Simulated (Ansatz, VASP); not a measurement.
# Cross-check of V2NF2 (V2NF2 MXene monolayer) between VASP and Ansatz

One calculation is typed for both programs; each brings its own data sets. How far apart do they land? The structure shown is the start of the Ansatz relaxation below; VASP solves that cell, so the two are compared at the walk's first step.

Method: plane waves, with VASP 6.6.1 beside it; single point at PBE with D3(BJ), in Ansatz 0.2.0.

**1. The starting structure**

The cell holds 5 atoms: 2 F, 2 V and 1 N. Its edges and angles: a = 2.941 Å, b = 2.941 Å, c = 39.427 Å, α = 90.0°, β = 90.0°, γ = 120.0°. Vacuum lies along c.

**2. Ansatz: relaxation, PBE with D3(BJ)**

Ansatz runs on its PAW soft_1 files.

The two programs are compared at the cell with which this relaxation starts, whose forces are those of its first step.

Contents of input.yaml:

```yaml
crystal:
  lattice:
    - [2.940652, 0.0, 0.0]
    - [-1.470326, 2.5466793357, 0.0]
    - [0.0, 0.0, 39.4267338156]
  atoms:
    - { symbol: F, position: [0.3333333333, 0.6666666667, 0.4463976165] }
    - { symbol: V, position: [0.6666666667, 0.3333333333, 0.4705706554], spin: 2.0 }
    - { symbol: "N", position: [0.0, 0.0, 0.5] }
    - { symbol: V, position: [0.3333333333, 0.6666666667, 0.5294293446], spin: 2.0 }
    - { symbol: F, position: [0.6666666667, 0.3333333333, 0.5536023835] }
  periodic: [true, true, false]
magnetization:
  spin_polarized: true
kpoints:
  mp_grid: { grid: [12, 12, 1] }
hamiltonian:
  xc: pbe
  dispersion: d3bj
  pseudopotentials: { kind: paw, azcp: { folder: soft_1 } }
scf:
  occupations: { method: fermi_dirac, width: 0.05 }
  convergence: { dr2_threshold: 1.0e-09 }
relax:
  f_tol: 0.004
  max_steps: 90
  cell: {}
output:
  write_potential: true
  write_density: true
  volumetric_format: npy
```

On the command line:

```
$ ansatz run input.yaml --threads 2 --pin off --max-ram 3072MiB --backend cpu --events-out ev --progress --plain --runs-dir out
```

Numbers of over 12 decimals in the logs are rounded to 6 here.

What it wrote:

```text
Warning: relax.cell: scf.convergence.dr2_threshold = 1e-9 eV is looser than the 2.47035628088e-10 eV advised for a relaxation that steers and ends on the stress (1e-10 eV for each atom of the cell: 5, times the square of relax.cell.stress_2d_tol = 0.05 N/m over 14.2 Å (the atoms' height at the walk's start and 5 Å past either face), 3.515e-2 GPa, over a crystal's default 0.05). What an SCF threshold leaves in a stress goes as its square root, and in the free energy as the threshold itself, and one threshold admits the most on a small cell: [figures from the program's tests cut] Set scf.convergence.dr2_threshold to 2.47035628088e-10 eV or tighter. [rest of the remark cut]
Engine: ansatz 0.2.0, aarch64-unknown-linux-gnu
Pseudopotentials: kind: paw
Pseudopotential: F, paw, valence charge 7, recommended cutoff 420 eV (normal), soft_1/F.paw.azcp
Pseudopotential: V, paw, valence charge 13, recommended cutoff 420 eV (normal), soft_1/V.paw.azcp
Pseudopotential: N, paw, valence charge 5, recommended cutoff 420 eV (normal), soft_1/N.paw.azcp
Functional definition: PBE
  parameter kappa = 0.804
  parameter beta = 0.066725
  exchange = pbe_x(kappa = kappa, mu = beta*pi^2/3)
  correlation = pbe_c(beta = beta)
Crystal: 5 atoms, lattice volume = 295.263 Å³
Basis set: ecut = 420 eV, 5687 PW (Γ), exchange–correlation on 40×40×540 points (8 copies of the dense FFT grid, shifted against one another)
Bands: 30, of which v1, the nominal top of the filled ones, is band 23 counted from 1 (22 counted from 0)
Symmetry: 12 space group operations
Space group: P-3m1 (ITA 164), of the structure as read, at distance tolerance 6.7e-5 Å
Magnetic group: BNS 164.85 (UNI 1315), of the structure as read, at distance tolerance 6.7e-5 Å
k-points: 19 of 144
Non-local potential: F, projectors of the file, l = 0: 2, l = 1: 2, l = 2: 1
Non-local potential: V, projectors of the file, l = 0: 3, l = 1: 2, l = 2: 3, l = 3: 1
Non-local potential: N, projectors of the file, l = 0: 2, l = 1: 2, l = 2: 1
PAW form: soft (Blöchl's): semilocal exchange-correlation on the pseudo side does not see the compensation charge
PAW one-centre angular grid: F, 110 points (default); XC on 64 Gauss nodes
PAW one-centre angular grid: V, 590 points (default); XC on 64 Gauss nodes
PAW one-centre angular grid: N, 110 points (default); XC on 64 Gauss nodes
Initial density: superposition of atomic densities (neutral atoms: chi_scale 0, normalization atom)
Starting moments: Σ|m| = 4 μB on 2 of 5 sites
Initial wavefunctions: pseudopotential atomic-orbital guess
Functional: x = pbe(κ = 0.804, μ = 0.219515), c = pbe(β = 0.066725)
SCF iter   1: F=—  HF=-7832.344878 eV  |F-HF|=—  |Δ(HF+E_count)|=         —  Δρ=3.75e-2 (↑3.75e-2 ↓2.97e-2)  dr2=1.63e1  dr2_m=3.39e-1  M=3.097 μB ∫|m|=3.128 μB  β_m=0.30  ethr=3.10e-3  ⟨swp⟩=19.0  Hψ=9269  notcnv=0
Mixer restart at iter 1: flushing history
preconditioner: auto → LDOS  [metal: Δε(μ)=0.027 eV  Ē_g=10.736 eV  σ=0.050 eV  W_gap=0.13  n_scr=24 (ndim 8)  ℏωp=10.8 eV  f_vac=0.809  D(μ)=4.60/eV (n_scr^D=20)]
spin=Collinear: LDOS preconditioning applied to the charge; magnetization (m = ρ↑ − ρ↓) channel mixes plain (no charge-response kernel on spin).
SCF iter   2: F=—  HF=-7830.267057 eV  |F-HF|=—  |Δ(HF+E_count)|=    2.08e0  Δρ=2.53e-2 (↑2.53e-2 ↓1.95e-2)  dr2=7.69e0  dr2_m=1.69e-1  M=3.075 μB ∫|m|=3.102 μB  β_m=0.55  ethr=3.10e-3  ⟨swp⟩=3.2  Hψ=2477  notcnv=0  defer=45
SCF iter   3: F=—  HF=-7828.595357 eV  |F-HF|=—  |Δ(HF+E_count)|=    1.67e0  Δρ=3.41e-3 (↑3.41e-3 ↓3.18e-3)  dr2=2.77e-2  dr2_m=1.54e-2  M=2.867 μB ∫|m|=2.918 μB  β_m=0.59  ethr=3.10e-3  ⟨swp⟩=4.5  Hψ=2829  notcnv=0  defer=39
SCF iter   4: F=—  HF=-7828.671451 eV  |F-HF|=—  |Δ(HF+E_count)|=         —  Δρ=4.87e-3 (↑4.87e-3 ↓4.19e-3)  dr2=5.84e-3  dr2_m=5.29e-2  M=2.549 μB ∫|m|=2.589 μB  β_m=0.59  ethr=6.16e-5  ⟨swp⟩=4.1  Hψ=2951  notcnv=0  defer=32
SCF iter   5: F=—  HF=-7828.670610 eV  |F-HF|=—  |Δ(HF+E_count)|=   8.41e-4  Δρ=2.42e-3 (↑2.42e-3 ↓2.30e-3)  dr2=1.86e-3  dr2_m=1.44e-2  M=2.509 μB ∫|m|=2.546 μB  β_m=0.79  ethr=1.30e-5  ⟨swp⟩=3.9  Hψ=2599  notcnv=0  defer=32
SCF iter   6: F=—  HF=-7828.672525 eV  |F-HF|=—  |Δ(HF+E_count)|=   1.92e-3  Δρ=1.22e-3 (↑1.22e-3 ↓9.32e-4)  dr2=6.17e-4  dr2_m=3.03e-3  M=2.430 μB ∫|m|=2.461 μB  β_m=0.76  ethr=4.14e-6  ⟨swp⟩=3.4  Hψ=2429  notcnv=0  defer=32
[...]
spin=Collinear: LDOS preconditioning applied to the charge; magnetization (m = ρ↑ − ρ↓) channel mixes plain (no charge-response kernel on spin).
SCF iter   2: F=—  HF=-7830.368798 eV  |F-HF|=—  |Δ(HF+E_count)|=   1.93e-3  Δρ=1.79e-5 (↑1.79e-5 ↓1.79e-5)  dr2=9.11e-8  dr2_m=5.11e-12  M=-0.000 μB ∫|m|=0.000 μB  β_m=0.64  ethr=1.56e-9  ⟨swp⟩=4.3  Hψ=3018  notcnv=0
SCF iter   3: F=—  HF=-7830.369380 eV  |F-HF|=—  |Δ(HF+E_count)|=   5.82e-4  Δρ=4.23e-7 (↑4.23e-7 ↓4.19e-7)  dr2=4.96e-10  dr2_m=7.63e-13  M=-0.000 μB ∫|m|=0.000 μB  β_m=0.65  ethr=2.03e-10  ⟨swp⟩=4.0  Hψ=2558  notcnv=0
iter 4 met the thresholds in force, and the SCF goes on: an eigenvalue changes by 0.54 meV, over its tolerance of 0.05 meV (output.eigenvalues, Limitations)
SCF iter   4: F=-7830.369382 eV  HF=-7830.369382 eV  |F-HF|=1.06e-7  |Δ(HF+E_count)|=   2.07e-6  Δρ=1.05e-7 (↑1.05e-7 ↓9.89e-8)  dr2=6.01e-11  dr2_m=2.26e-13  M=-0.000 μB ∫|m|=0.000 μB  β_m=0.73  ethr=1.10e-12  ⟨swp⟩=13.8  Hψ=10272  notcnv=0
SCF iter   5: F=-7830.369382 eV  HF=-7830.369382 eV  |F-HF|=1.86e-9  |Δ(HF+E_count)|=   1.05e-7  Δρ=4.41e-8 (↑4.41e-8 ↓4.00e-8)  dr2=9.66e-12  dr2_m=8.58e-14  M=-0.000 μB ∫|m|=0.000 μB  ethr=1.00e-12  ⟨swp⟩=8.3  Hψ=7036  notcnv=0
the starting moments were not kept: the SCF closed with an absolute magnetisation of 1.7e-6 μB, where they sum to 4 μB in size (2 sites). That is at most 0.1 of that sum. Measured as dr2_m measures the in/out step, that magnetisation stands 1.5e-12 eV from none, at or under the dr2_threshold of 1.0e-9 eV: it is no larger than a step whose dr2_m would equal this threshold.
SCF 11 converged in 5 iterations: F = -7830.369382 eV  dr2 = 9.66e-12
relax step  11: F+E_penalty+E_count = -7830.36938183 eV  Δ(F+E_penalty+E_count) = -3.724e-4 eV  max|allowed force component| = 5.891e-4 eV/Å  Δτ_max = 0.0000 Å  P = +0.015 N/m  Ω = 310.486 Å³  fix = [c, alpha, beta]  reactions: c +0.000 N/m  stress off target by 1.50e-2 N/m on what of the cell is left free  SCF on the basis re-selected at this cell (its energy is not comparable with the rows above)  (5 SCF iters)
basis re-selected at this cell: Δ(F+E_penalty+E_count) = -3.724e-4 eV, ΔP = +0.003 N/m vs the last step (what re-selecting the basis moved, of the pressure what is left beyond the Pulay correction that the steps carried, after the strain that the cell walked since its last selection, with what the two solves' SCF thresholds leave and, on support functions, any second-order correction that the steps lacked; it is no m [...]
WARN: The input density's exchange-correlation potential varies sharply where the density is thin. Do not read a vacuum level from v_tot or v_xc, or from such a field of the output density. On a cell that repeats whose density bears no net charge and no dipole along the vacuum's axis use v_es (v_loc + v_h of the components); under efield.dipole_correction with no amplitude use v_es + v_field, which holds any external [...]
SCF converged after 5 iterations
an eigenvalue changed by more than its tolerance at an iteration that met the thresholds in force, so the SCF went on 1 time: the last check found none over its tolerance
Magnetization: -0.0000 μB (22.5000 up, 22.5000 down)
Absolute magnetization: 0.0000 μB (∫|ρ↑−ρ↓|, with the PAW one-centre terms)
Spin contamination: 0.0000 ħ² per cell (⟨S²⟩ above its minimum at these occupations)
Per-site moments (μB) at R_I (Å): [(-5.394500865024608e-9, 0.882823), (-6.357375520834938e-7, 0.817181), (-4.218345190804226e-9, 0.817181), (-6.357375521105341e-7, 0.817181), (-5.394500840211374e-9, 0.882823)]
Free energy (F): -7830.369382 eV
Harris-Foulkes:  -7830.369382 eV  (|F-HF|=1.86e-9)
Internal energy: -7830.346632 eV  (E = F + TS)
E sigma→0 (E₀):  -7830.358007 eV
Entropy (-TS):   -0.022750 eV (-4.550 meV/atom)
Fermi energy:    -4.951102 eV
--- Per-component energies (eV) ---
  E_band       = -1213.928699
  E_kinetic    = 1120.355537
  E_local      = -193123.609945  (includes V_loc(G=0)·N_el)
  E_nonlocal   = 374.922058
  E_hartree    = 95786.681755
  E_xc         = -444.139915
  E_vxc        = -564.846101  (∫ρ·V_xc dr)
  E_paw        = -2791.094241  (= ΣΔE_a)
  E_vpaw       = -594.118883  (= ΣTr[D̂ρ^β])
  E_aug_tail   = 0.004754  (compensation charges beyond the density's cutoff)
  E_ewald      = 91247.585806
  E_disp       = -1.052442  (pairwise vdW)
  E_smearing   = -0.022750  (= −TS)
  E_closure    = -0.000000  (closes the sum)
  Σ components = -7830.369382   (vs F -7830.369382, Δ=0.00e0)
--- Forces (eV/Å), atoms counted from 1 ---
  atom   1  F     -0.00000000     0.00000000    -0.00002068
  atom   2  V      0.00000000    -0.00000000    -0.00058912
  atom   3  N     -0.00000000     0.00000000     0.00000000
  atom   4  V     -0.00000000     0.00000000     0.00058912
  atom   5  F      0.00000000    -0.00000000     0.00002068
  max |Σ_I F_I| component: 1.85e-17 eV/Å
--- 2D stress c σ (N/m, compression-positive) ---
        0.014966      -0.000000      -0.000000
       -0.000000       0.014966      -0.000000
       -0.000000      -0.000000       0.000000
  P = ½ c Tr σ = 0.0150 N/m
--- Band table (eV; the first three rows and the last of 38) ---
  k-point 0 ↑: bands = [... 19 lower, -10.0408, -6.6885, -6.6885, -5.1352, -4.2830, -4.2830, -4.1664, -4.0368, ... 3 higher]
  k-point 1 ↑: bands = [... 19 lower, -10.0038, -6.7510, -6.5740, -5.1747, -4.4257, -4.2747, -4.0445, -3.9749, ... 3 higher]
  k-point 2 ↑: bands = [... 19 lower, -10.0049, -6.9414, -6.2715, -5.2445, -4.5262, -4.2413, -4.0262, -3.8189, ... 3 higher]
  k-point 18 ↓: bands = [... 19 lower, -10.4890, -5.8927, -5.8869, -5.8869, -4.0409, -4.0409, -3.4924, -2.6405, ... 3 higher]
  the weakly bound empty levels are not read free of the cell's end (no_gap_told)
--- Relaxed structure (9 steps of the walk, 9 accepted, 2 SCFs on fresh bases) ---
  F+E_penalty+E_count = -7830.36938183 eV   max|allowed force component| = 5.891e-4 eV/Å   (the final SCF, on the basis selected at the relaxed cell)
  cell:  # Å, volume = 310.4857 Å³
    - [3.015505, 0, 0]
    - [-1.507753, 2.611504, 0]
    - [0, 0, 39.4267338156]
  atoms:
    - { symbol: F, position: [0.333333, 0.666667, 0.444456] }
    - { symbol: V, position: [0.666667, 0.333333, 0.476026] }
    - { symbol: N, position: [0, 0, 0.500000] }
    - { symbol: V, position: [0.333333, 0.666667, 0.523974] }
    - { symbol: F, position: [0.666667, 0.333333, 0.555544] }
```

(Continued in part 2 of 2.)

[Lines on the potential files, build, host, timing and source positions are cut from VASP's logs without a mark.]

[Logs are printed without paths, hosts, clocks, repeated set-up lines and the standing remarks that a program may print on its own settings, such as how far it seeks lower states.]

[Hosts, paths, dates, database ids (printed as entryN), source tags and the programs' standing remarks are cut or masked in the printed files.]
